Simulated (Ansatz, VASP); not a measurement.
# ZnSe (Stilleite): VASP beside Ansatz, part 2 of 2

Wanted: the spread between two codes on one cell, functional and k mesh. The cell is taken from a series of runs on this material, whose earlier steps may have relaxed, scaled, displaced or heated it; both programs get it as it stands.

VASP 6.6.1 and Ansatz 0.2.0.

So far: The starting structure; VASP: G0W0 gap, PBE, DFT+U.

### Step 3. Ansatz: G0W0 gap, PBE, DFT+U

Level of this step: Ansatz beside VASP: Kohn-Sham DFT, plane waves, PBE, DFT+U (Ansatz).

Ansatz runs on its PAW soft_1 files.

The same cell, functional and mesh now go to Ansatz, which takes its cutoff from its data sets.

Input file input.yaml:

```yaml
crystal:
  lattice:
    - [0.0, 2.8338, 2.8338]
    - [2.8338, 0.0, 2.8338]
    - [2.8338, 2.8338, 0.0]
  atoms:
    - { symbol: Zn, position: [0.0, 0.0, 0.0] }
    - { symbol: Se, position: [0.25, 0.25, 0.25] }
kpoints:
  mp_grid: { grid: [6, 6, 6] }
hamiltonian:
  xc: pbe
  hubbard:
    projectors: ortho-atomic
    sites: [{ species: Zn, l: d, u_eff: 5.0 }]
  pseudopotentials: { kind: paw, azcp: { folder: soft_1 } }
scf:
  occupations: { method: fixed }
gw:
  n_empty_bands: 189
  ecut_chi: 150.0
  qp_bands: [v2, c2]
  qp_kpoints: band_edges
  screening: { model: contour_deformation }
```

Run with:

```
> ansatz run input.yaml --threads 3 --pin off --max-ram 92160MiB --backend cuda --events-out ev --progress --plain --runs-dir out --devices 1 --max-vram 13GiB
```

Numbers of over 12 decimals in the logs are rounded to 6 here.

The program printed:

```text
GPUs: using 1 of 1 available (devices: 1).
Engine: ansatz 0.2.0, x86_64-unknown-linux-gnu
Pseudopotentials: kind: paw
Pseudopotential: Zn, paw, valence charge 12, recommended cutoff 420 eV (normal), soft_1/Zn.paw.azcp
Pseudopotential: Se, paw, valence charge 16, recommended cutoff 420 eV (normal), soft_1/Se.paw.azcp
Functional definition: PBE
  parameter kappa = 0.804
  parameter beta = 0.066725
  exchange = pbe_x(kappa = kappa, mu = beta*pi^2/3)
  correlation = pbe_c(beta = beta)
device memory: the entry about to start is reckoned to put 0.5 GiB on a device that reports 52.5 GiB free (of which the cap on the GPU budget leaves the run 13.0 GiB)
GPU FFT provider: cuFFT
GPU libraries: cuBLAS 13.8.2, cuFFT 12.4.0, cuSOLVER 12.3.4
Crystal: 2 atoms, lattice volume = 45.513 Å³
Basis set: ecut = 420 eV, 893 PW (Γ)
Bands: 18, of which v1, the nominal top of the filled ones, is band 14 counted from 1 (13 counted from 0)
Symmetry: 24 space group operations
Space group: F-43m (ITA 216), of the structure as read, at distance tolerance 3.6e-5 Å
k-points: 16 of 216 (time reversal used)
Non-local potential: Zn, projectors of the file, l = 0: 2, l = 1: 2, l = 2: 3, l = 3: 1
Non-local potential: Se, projectors of the file, l = 0: 2, l = 1: 2, l = 2: 3, l = 3: 1
PAW form: soft (Blöchl's): semilocal exchange-correlation on the pseudo side does not see the compensation charge
PAW one-centre angular grid: Zn, 590 points (default); XC on 64 Gauss nodes
PAW one-centre angular grid: Se, 590 points (default); XC on 64 Gauss nodes
Initial density: superposition of atomic densities (chi_scale 0.1, normalization cell, long waves kept (reshape's long-wave potential 0.00 eV rms))
Initial wavefunctions: pseudopotential atomic-orbital guess
GPU buffer pool allocated for 19683 grid points (all kernels)
GPU transforms: local potential and band sums: pruned to the plane-wave sphere, on 25×27×27
Functional: x = pbe(κ = 0.804, μ = 0.219515), c = pbe(β = 0.066725)
SCF iter   1: F=—  HF=-8789.846856 eV  |F-HF|=—  |Δ(HF+E_count)|=         —  Δρ=6.14e-2  dr2=1.05e0  ethr=3.10e-3  ⟨swp⟩=4.5  Hψ=1407  notcnv=0  defer=24
preconditioner: auto → none  [insulator: Δε(μ)=1.205 eV  Ē_g=14.176 eV  n_scr=14 (ndim 8)  ℏωp=23.4 eV  f_vac=0.060  ε∞_Penn≈3.7]
SCF iter   2: F=—  HF=-8789.572782 eV  |F-HF|=—  |Δ(HF+E_count)|=   2.74e-1  Δρ=2.15e-2  dr2=1.46e-1  ethr=3.10e-3  ⟨swp⟩=3.0  Hψ=636  notcnv=0  defer=25
SCF iter   3: F=—  HF=-8789.504010 eV  |F-HF|=—  |Δ(HF+E_count)|=   6.88e-2  Δρ=1.14e-2  dr2=3.12e-2  ethr=5.20e-4  ⟨swp⟩=2.0  Hψ=580  notcnv=0  defer=28
SCF iter   4: F=—  HF=-8789.499002 eV  |F-HF|=—  |Δ(HF+E_count)|=   5.01e-3  Δρ=2.24e-3  dr2=1.32e-3  ethr=1.11e-4  ⟨swp⟩=2.0  Hψ=576  notcnv=0  defer=28
SCF iter   5: F=—  HF=-8789.499346 eV  |F-HF|=—  |Δ(HF+E_count)|=   3.44e-4  Δρ=6.48e-4  dr2=1.54e-4  ethr=4.71e-6  ⟨swp⟩=2.1  Hψ=469  notcnv=0  defer=28
SCF iter   6: F=—  HF=-8789.499405 eV  |F-HF|=—  |Δ(HF+E_count)|=   5.87e-5  Δρ=6.00e-5  dr2=1.29e-6  ethr=5.51e-7  ⟨swp⟩=2.0  Hψ=547  notcnv=0  defer=28
SCF iter   7: F=—  HF=-8789.499404 eV  |F-HF|=—  |Δ(HF+E_count)|=   9.81e-7  Δρ=2.01e-5  dr2=2.05e-7  ethr=3.57e-10  ⟨swp⟩=5.9  Hψ=1315  notcnv=0
SCF iter   8: F=-8789.499404 eV  HF=-8789.499404 eV  |F-HF|=9.34e-9  |Δ(HF+E_count)|=   2.94e-8  Δρ=7.83e-6  dr2=1.51e-8  ethr=3.57e-10  ⟨swp⟩=4.0  Hψ=1047  notcnv=0
SCF 1 converged in 8 iterations: F = -8789.499404 eV  dr2 = 1.51e-8
  greatest PAW one-centre occupation: 1.000 electrons in one spin orbital (limit 2), on the Se atom at site 1 (counted from 0), in its partial waves of l = 2
device memory: the entry about to start is reckoned to put 0.6 GiB on a device that reports 56.1 GiB free (of which the cap on the GPU budget leaves the run 13.0 GiB)
NSCF: frozen V_eff on 16 k-points, pencils in batches of 32, up to order 72
the band table was solved once the SCF had ended and its energy, with any forces and stress, was formed, with the checks that follow a solve (1119 applications of the Hamiltonian). They found nothing against the state; the energy, forces and stress were not computed again (output.eigenvalues in the input reference)
device memory: the entry about to start is reckoned to put 3.3 GiB on a device that reports 55.4 GiB free (of which the cap on the GPU budget leaves the run 13.0 GiB)
NSCF: frozen V_eff on 16 k-points
G₀W₀ screening: q 1/16
[... further progress lines ...]
device memory: the entry about to start is reckoned to put 0.3 GiB on a device that reports 60.9 GiB free (of which the cap on the GPU budget leaves the run 13.0 GiB)
NSCF: frozen V_eff on 1 k-points
device memory: the entry about to start is reckoned to put 0.3 GiB on a device that reports 60.9 GiB free (of which the cap on the GPU budget leaves the run 13.0 GiB)
NSCF: frozen V_eff on 1 k-points
SCF converged after 8 iterations
Free energy (F): -8789.499404 eV
Harris-Foulkes:  -8789.499404 eV  (|F-HF|=9.34e-9)
Internal energy: -8789.499404 eV  (E = F + TS)
E sigma→0 (E₀):  -8789.499404 eV
Fermi energy:    6.453594 eV
--- Per-component energies (eV) ---
  E_band       = -411.980136
  E_kinetic    = 258.510929
  E_local      = -4841.895264  (includes V_loc(G=0)·N_el)
  E_nonlocal   = 466.767983
  E_hartree    = 2240.207260
  E_xc         = -163.535326
  E_vxc        = -141.397655  (∫ρ·V_xc dr)
  E_hubbard    = 0.028731  (on-site DFT+U / exact-exchange correction)
  E_vhub       = -24.913782  (the Hubbard potential's part of the band-sum identity)
  E_paw        = -4028.640214  (= ΣΔE_a)
  E_vpaw       = -609.469244  (= ΣTr[D̂ρ^β])
  E_aug_tail   = -0.000658  (compensation charges beyond the density's cutoff)
  E_ewald      = -2720.942845
  E_smearing   = -0.000000  (= −TS)
  E_closure    = 0.000000  (closes the sum)
  Σ components = -8789.499404   (vs F -8789.499404, Δ=0.00e0)
--- Band table (eV; the first three rows and the last of 16) ---
  k-point 0: bands = [... 10 lower, -2.0301, 6.4536, 6.4536, 6.4536, 7.8392, 12.3609, 12.3609, 12.3609]
  k-point 1: bands = [... 10 lower, -2.0315, 4.5316, 6.2055, 6.2055, 9.0973, 12.4200, 12.7623, 12.7623]
  k-point 2: bands = [... 10 lower, -1.9898, 2.3470, 5.7868, 5.7868, 9.2302, 13.0338, 13.0338, 14.1110]
  k-point 15: bands = [... 10 lower, -1.5534, 1.7736, 3.8368, 3.9655, 11.0161, 11.3544, 14.8171, 15.1507]
Occupation matrices written to <dir>
--- G₀W₀: contour deformation, 7 samples at zero and on the imaginary axis and 3 off it, 216 q-points, 189 empty bands' worth ---
  eigenvalues of the whole cell's RPA ε∞ on this k-mesh (on a slab, of 1 + 4πα/V) = 8.0614, 8.0614, 8.0614; static W/v taken at q = 0 is 0.124047
  bands read: the sum over 203 bands ends inside a degenerate multiplet in 3 slots, whose members it reads at an even weight; the widest, k=1: bands 203 to 204 (counted from 1) at 1/2 each
  gw.qp_kpoints: band_edges: 9 of 16 stored k-points solved, in 1 pass; an edge of the gap read off the rows below is read off those points alone
    valence top: of the k-points left out ik 7 came nearest to being solved in a further pass, in band 14 (counted from 1, as in the quasiparticle table): it holds the edge there only if its correction is more favourable than any solved in that band by at least 0.881 eV; those differ by 0.127 eV
    conduction bottom: of the k-points left out ik 10 came nearest to being solved in a further pass, in band 15 (counted from 1, as in the quasiparticle table): it holds the edge there only if its correction is more favourable than any solved in that band by at least 1.875 eV; those differ by 0.391 eV
    ik  band        ε_KS         Σx   Σc(E_QP)       V_xc       Z   E_QP_lin       E_QP  E_QP is
     0    13      6.4536   -20.5521     1.8436   -17.9329  0.7678     5.6626     5.6780  root
     0    14      6.4536   -20.5521     1.8436   -17.9329  0.7678     5.6626     5.6780  root
     0    15      7.8392    -9.7819    -3.7388   -13.8117  0.7954     8.1316     8.1302  root
     0    16     12.3609    -6.9588    -4.4165   -11.6388  0.7769    12.6260    12.6244  root
     1    13      6.2055   -20.1385     1.8884   -17.4575  0.7663     5.3963     5.4129  root
     1    14      6.2055   -20.1385     1.8884   -17.4575  0.7663     5.3963     5.4129  root
     1    15      9.0973    -9.9585    -3.8210   -14.0609  0.7881     9.3803     9.3788  root
     1    16     12.4200    -7.6281    -4.4019   -12.2557  0.7745    12.6470    12.6457  root
     2    13      5.7868   -19.5423     1.9862   -16.7336  0.7632     4.9452     4.9642  root
     2    14      5.7868   -19.5423     1.9862   -16.7336  0.7632     4.9452     4.9642  root
     2    15      9.2302    -8.8353    -3.9683   -13.1147  0.7908     9.5431     9.5413  root
     2    16     13.0338    -7.1365    -4.5077   -11.8878  0.7683    13.2787    13.2773  root
     3    13      5.6041   -19.2924     2.0288   -16.4284  0.7618     4.7487     4.7688  root
     3    14      5.6041   -19.2924     2.0288   -16.4284  0.7618     4.7487     4.7688  root
     3    15      9.0913    -8.8475    -3.9187   -13.0715  0.7921     9.3983     9.3966  root
     3    16     12.9391    -7.1100    -4.4153   -11.7441  0.7710    13.1591    13.1579  root
     4    13      5.7743   -19.5050     1.9780   -16.7084  0.7633     4.9369     4.9557  root
     4    14      5.7743   -19.5050     1.9780   -16.7084  0.7633     4.9369     4.9557  root
     4    15      9.8204   -10.7760    -3.9027   -14.9771  0.7809    10.1206    10.1189  root
     4    16     11.2287    -6.6581    -4.1572   -11.0029  0.7878    11.4171    11.4164  root
     6    13      4.5708   -18.3588     2.2346   -15.2758  0.7524     3.6986     3.7225  root
     6    14      5.2266   -18.8009     2.1177   -15.8266  0.7585     4.3477     4.3700  root
     6    15     10.1911    -9.1443    -4.0612   -13.5124  0.7844    10.4999    10.4980  root
     6    16     12.3153    -7.1784    -4.3268   -11.6732  0.7744    12.4840    12.4833  root
[...]
9    13      4.7472   -18.2376     2.2484   -15.1085  0.7533     3.8408     3.8666  root
     9    14      4.7472   -18.2376     2.2484   -15.1085  0.7533     3.8408     3.8666  root
     9    15      9.9723    -6.9192    -3.8083   -10.8228  0.7958    10.0677    10.0675  root
     9    16     10.4623    -8.8160    -4.0431   -13.1072  0.7836    10.7117    10.7104  root
    12    13      4.3198   -17.6611     2.3500   -14.4083  0.7483     3.3883     3.4170  root
    12    14      4.3198   -17.6611     2.3500   -14.4083  0.7483     3.3883     3.4170  root
    12    15      9.5325    -6.8950    -3.6138   -10.4923  0.7994     9.5160     9.5160  root
    12    16     10.0090    -8.8053    -3.8653   -12.9205  0.7887    10.2601    10.2589  root
```

In the SCF lines HF is the Harris–Foulkes energy and dr2 the Hartree energy of the density residual, in eV; the loop may stop once dr2 is under the threshold and the program's other checks hold. Hψ counts applications of the Hamiltonian.

### Step 4. Differences

Known differences besides the potentials themselves: U acts on the PAW sphere in VASP and on atomic orbitals in Ansatz, so only states and trends compare; fixed occupations in Ansatz, narrow Gaussian smearing in VASP; the data sets hold 28 valence electrons in Ansatz (on its PAW soft_1 files) and 26 in VASP; the cutoff is 420 eV in Ansatz and 430 eV in VASP; Ansatz integrates over frequency by contour deformation, VASP on a grid of NOMEGA points; Ansatz's G0W0 levels solve the quasiparticle equation, VASP's are linearised. Total energies have different zeros and are not compared.

The two programs side by side:

```
                   quantity  Ansatz  VASP  difference
  G0W0 gap on the mesh (eV)    2.45  2.77       -0.32
Kohn-Sham gap under it (eV)    1.39  1.47       -0.09
```

VASP's log warns that its frequency grid doesn't suit quasiparticle energies on this mesh.

### Step 5. What came out

```
difference in G0W0 gap on the mesh (G0W0 gap, PBE, DFT+U) : -0.32 eV
```

What this shows: The difference in G0W0 gap on the mesh is -0.32 eV (G0W0 gap, PBE, DFT+U). The data sets hold unlike numbers of valence electrons (28 in Ansatz and 26 in VASP), so part of the differences comes from the potentials. Part of the difference in the G0W0 gap can come from VASP's linearised levels. How closely two codes agree says nothing of how well the functional describes the real material.

[Lines on the potential files, build, host, timing and source positions are cut from VASP's logs without a mark.]

[Logs are printed without paths, hosts, clocks, repeated set-up lines and the standing remarks that a program may print on its own settings, such as how far it seeks lower states.]

[Hosts, paths, dates, database ids (printed as entryN), source tags and the programs' standing remarks are cut or masked in the printed files.]
